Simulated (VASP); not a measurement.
Sb2Se5:

```xyz
7
Lattice="5.0272 0.0000 0.0000 0.0000 5.3280 0.0000 0.0000 0.0000 8.5000" Properties=species:S:1:pos:R:3 pbc="T T T"
Sb    2.5136    0.0000    4.2500
Sb    0.0000    0.0000    0.0000
Se    0.0000    0.0000    2.7115
Se    0.0000    0.0000    5.7885
Se    2.5136    2.6640    4.2500
Se    2.5136    0.0000    0.0000
Se    0.0000    2.6640    0.0000
```

The cell was built by a generator and needn't be a form met in nature.

| Item | Value |
| --- | --- |
| Program | VASP 6.6.1 |
| Task | relaxation of cell and atoms |
| Functional | PBE |
| Potentials or basis | VASP PAW PBE potentials, release 64 (Sb, Se) |
| Cutoff | 520 eV |
| k mesh | 3 × 3 × 2 |
| Occupations | gaussian, width 0.15 eV |
| Spin | no spin polarisation |

At the start: pressure 2.8 GPa; volume 32.52 Å³/atom.

Problem. How do energy, volume and symmetry change on relaxing?

Solution. Over 16 steps the energy falls by 95.0 meV/atom and the volume is 33.90 Å³/atom (+4.2 %); space group Pmmm (No. 47, to 0.05 Å).

Step by step:
| step | energy change (eV) | largest force (eV/Å) | pressure (GPa) | volume (Å³) |
| --- | --- | --- | --- | --- |
| 1 | 0.0000 | 0.5392 | 2.77 | 227.67 |
| 2 | -0.3360 | 0.8543 | -1.27 | 246.41 |
| 3 | -0.3369 | 0.8476 | -1.12 | 245.32 |
| 4 | -0.4693 | 0.9190 | -0.70 | 240.80 |
| 5 | -0.4188 | 0.0754 | 1.89 | 226.80 |
| 6 | -0.5447 | 0.9194 | -0.04 | 236.00 |
| 7 | -0.5585 | 0.7991 | 0.46 | 232.82 |
| 8 | -0.6178 | 0.1003 | 0.69 | 232.49 |
| 9 | -0.6187 | 0.0093 | 0.67 | 232.52 |
| 10 | -0.6608 | 0.0981 | -0.02 | 237.01 |
| 11 | -0.6626 | 0.1431 | -0.22 | 238.60 |
| 12 | -0.6628 | 0.1327 | -0.27 | 238.38 |
| 13 | -0.6624 | 0.1203 | -0.15 | 237.70 |
| 14 | -0.6628 | 0.1394 | -0.08 | 238.04 |
| 15 | -0.6628 | 0.1402 | -0.13 | 238.26 |
| 16 | -0.6651 | 0.0600 | -0.01 | 237.29 |

Final structure:
```yaml
crystal:
  lattice:
    - [5.39764, 0.00000, 0.00000]
    - [0.00000, 5.43199, 0.00000]
    - [0.00000, 0.00000, 8.09312]
  atoms:
    - { symbol: Sb, position: [0.50000, 0.00000, 0.50000] }
    - { symbol: Sb, position: [0.00000, 0.00000, 0.00000] }
    - { symbol: Se, position: [0.00000, 0.00000, 0.34626] }
    - { symbol: Se, position: [0.00000, 0.00000, 0.65374] }
    - { symbol: Se, position: [0.50000, 0.50000, 0.50000] }
    - { symbol: Se, position: [0.50000, 0.00000, 0.00000] }
    - { symbol: Se, position: [0.00000, 0.50000, 0.00000] }
```

Caveat: the k mesh is coarse (spacing up to 0.42 Å⁻¹), so the values aren't converged.
